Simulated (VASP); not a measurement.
Input:

```xyz
4
Lattice="1.2732 -2.2052 0.0000 1.2732 2.2052 0.0000 0.0000 0.0000 4.2116" Properties=species:S:1:pos:R:3 pbc="T T T"
B      1.2732    -0.7351     2.1068
B      1.2732     0.7351     0.0009
N      1.2732    -0.7351     3.6843
N      1.2732     0.7351     1.5784
```

All values below come from r2SCAN meta-GGA, VASP's PBE PAW potentials (set 64) (plane waves; VASP 6.6.1). Numerical set-up: 600 eV cut-off, 10×10×6 Γ-centred mesh, Gaussian smearing of 0.050 eV, potentials B N.

Each relaxation starts from this cell; other phases were not tried.

Task: The cell is relaxed at 2 GPa. What happens?

Result: The volume per atom goes from 5.91 to 5.88 Å³ (-0.5 %), and the cell becomes a = b = 2.5422 Å, c = 4.2047 Å, α = β = 90.00°, γ = 120.00°, space group P6_3mc.

Task: The cell is relaxed at 20 GPa. What happens?

Result: The volume per atom goes from 5.91 to 5.64 Å³ (-4.6 %), and the cell becomes a = b = 2.507 Å, c = 4.147 Å, α = β = 90.00°, γ = 120.00°, space group P6_3mc.

Failed runs are left out, and for metals the shear rows, which the mesh's noise covers.

The compound is BN in the wurtzite structure, a metastable high-pressure form.
